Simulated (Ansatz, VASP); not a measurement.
## One calculation of MnHg, two programs

Contents of INCAR:

```
PREC = Accurate
ENCUT = 520
EDIFF = 1E-7
ISMEAR = 0
SIGMA = 0.1
LREAL = False
LASPH = True
NELM = 150
ALGO = Fast
ISIF = 2
LWAVE = False
LCHARG = False
ISPIN = 2
MAGMOM = 4 0
LORBIT = 11
LMAXMIX = 4
GGA = PE
NBANDS = 24
```

The input KPOINTS:

```
regular mesh
0
Gamma
  6 6 6
```

The input POSCAR:

```
MnHg
1.0
    3.3150000000      0.0000000000      0.0000000000
    0.0000000000      3.3150000000      0.0000000000
    0.0000000000      0.0000000000      3.3150000000
Mn Hg
1 1
Direct
    0.5000000000      0.5000000000      0.5000000000
    0.0000000000      0.0000000000      0.0000000000
```

Input for Ansatz:

```yaml
crystal:
  lattice:
    - [3.315, 0.0, 0.0]
    - [0.0, 3.315, 0.0]
    - [0.0, 0.0, 3.315]
  atoms:
    - { symbol: Mn, position: [0.5, 0.5, 0.5], spin: 4.0 }
    - { symbol: Hg, position: [0.0, 0.0, 0.0] }
basis:
  ecutwfc: 420
kpoints:
  mp_grid: { grid: [6, 6, 6] }
hamiltonian:
  xc: pbe
scf:
  occupations: { method: gaussian, width: 0.1 }
output:
  forces: true
  stress: true
  eigenvalues: true
  populations: true
magnetization:
  spin_polarized: true
```

Alike in both runs: task single point; functional PBE; k mesh 6 × 6 × 6; occupations gaussian, width 0.1 eV; collinear spin.

|  | VASP | Ansatz |
| --- | --- | --- |
| version | VASP 6.6.1 | Ansatz 0.2.0 |
| potentials or method | VASP PAW PBE potentials, release 64 (Mn_pv, Hg) | scalar-relativistic, plane waves, PAW |
| plane-wave cutoff (eV) | 520 | 420 |
| valence electrons in the cell | 25 | 35 |

Ansatz gave:

| Property | Result |
| --- | --- |
| gap on the k mesh at the Fermi level (eV) | none |
| pressure (GPa) | 0.2 |
| net moment per atom (μB) | 1.94 |
| size of the moment on the site where the two differ most (μB) | 3.86 |

**Question.** Estimate VASP's values.

**Answer.** gap on the k mesh at the Fermi level (eV): none; pressure (GPa): 0.7; net moment per atom (μB): 1.94; size of the moment on the site where the two differ most (μB): 3.80.

Site moments also hang on the region over which each program counts them. A gap of «none» marks a metal or a gap that the smearing closes. The two sets of potentials don't hold the same shells in valence.

Spin-orbit coupling is left out, which matters for the levels of Hg.
